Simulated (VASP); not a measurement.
Runs of VASP 6.6.1 on Br2Zn. The cell holds a molecule in a box, 3 atoms: a = 11.000 Å, b = 13.000 Å, c = 11.000 Å, α = 90.00°, β = 90.00°, γ = 90.00°. 

```tsv
task	level	cell	grid for exact exchange (PRECFOCK)	exchange at q = 0	gap on the mesh (eV)	largest force (eV/Å)
single point	PBE	as given	-	-	4.47	0.12
single point	SCAN	as given	-	-	(a)	0.51
relaxation of the atoms	PBE	atoms relaxed from: atoms moved at random, drawn with an rms of 0.02 Å	-	-	4.52	0.01
single point	BEEF-vdW	as given	-	-	4.39	0.09
relaxation of the atoms	SCAN+D3(BJ)	atoms relaxed	-	-	5.23	-
atomic charges	PBE+TS	as given	-	-	4.47	(b)
single point	B3LYP+TS	as given	Fast	truncated	6.01	0.03
single point	PBE	atoms moved at random, drawn with an rms of 0.05 Å	-	-	4.39	1.65
electron localisation function	PBE	as given	-	-	4.47	0.12
```

Alike in all rows: potentials or basis VASP PAW PBE potentials, release 64 (Br, Zn); no spin polarisation; k mesh 1 × 1 × 1; cutoff (eV) 520; smearing gaussian 0.01 eV.

Task: Fill in the values left out.

Result: (a) 5.00; (b) 0.13.

Caveats: the PAW data sets were made with another functional, which shifts forces and pressure a little (some runs).

A k mesh can miss the band edges, and the runs leave out spin-orbit coupling on Br.
